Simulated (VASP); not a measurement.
Data:

```
CELL_PARAMETERS angstrom
      3.65300     0.00000     0.00000
      0.00000     3.65300     0.00000
      0.00000     0.00000     3.65300
ATOMIC_POSITIONS crystal
  Rh 0.00000 0.00000 0.00000
  Sb 0.50000 0.50000 0.50000
```

Method: r2SCAN meta-GGA, VASP's PBE PAW potentials (set 64) (plane waves; VASP). Settings: 400 eV cut-off, 9×9×9 Γ-centred mesh, first-order Methfessel-Paxton smearing of 0.10 eV, potentials Rh_pv Sb.

Energy and stress use the plane-wave basis of the starting cell.

Task: The ions, cell shape and volume are relaxed. Give the cell that the relaxation ends in.

Result: 
```
CELL_PARAMETERS angstrom
      3.27816     0.00000     0.00000
      0.00000     3.27816     0.00000
      0.00000     0.00000     3.27816
ATOMIC_POSITIONS crystal
  Rh 0.00000 0.00000 0.00000
  Sb 0.50000 0.50000 0.50000
```
Space group Pm-3m (221), at a tolerance of 0.03 Å.

Task: How do energy and volume change from the first to the last step?

Result: The energy (σ→0) changes by -630.0 meV/atom and the volume by -27.7 %, in 7 ionic steps.

```json
[
 {"step": "1", "E(σ→0) (eV)": "-48.8044", "max force (eV/Å)": "0.000", "pressure (GPa)": "-21.38", "volume (Å³)": "48.75"},
 {"step": "2", "E(σ→0) (eV)": "-49.3314", "max force (eV/Å)": "0.000", "pressure (GPa)": "47.34", "volume (Å³)": "29.21"},
 {"step": "3", "E(σ→0) (eV)": "-50.0620", "max force (eV/Å)": "0.000", "pressure (GPa)": "-1.78", "volume (Å³)": "35.65"},
 {"step": "4", "E(σ→0) (eV)": "-50.0642", "max force (eV/Å)": "0.000", "pressure (GPa)": "-0.49", "volume (Å³)": "35.35"},
 {"step": "5", "E(σ→0) (eV)": "-50.0643", "max force (eV/Å)": "0.000", "pressure (GPa)": "0.58", "volume (Å³)": "35.11"},
 {"step": "6", "E(σ→0) (eV)": "-50.0640", "max force (eV/Å)": "0.000", "pressure (GPa)": "-0.78", "volume (Å³)": "35.41"},
 {"step": "7", "E(σ→0) (eV)": "-50.0644", "max force (eV/Å)": "0.000", "pressure (GPa)": "0.02", "volume (Å³)": "35.23"}
]
```

The structure was generated: RhSb was put into the CsCl type type (Pm-3m), which need not be its known phase. This run relaxes it. Symmetry was kept, so distortions that lower it aren't found.
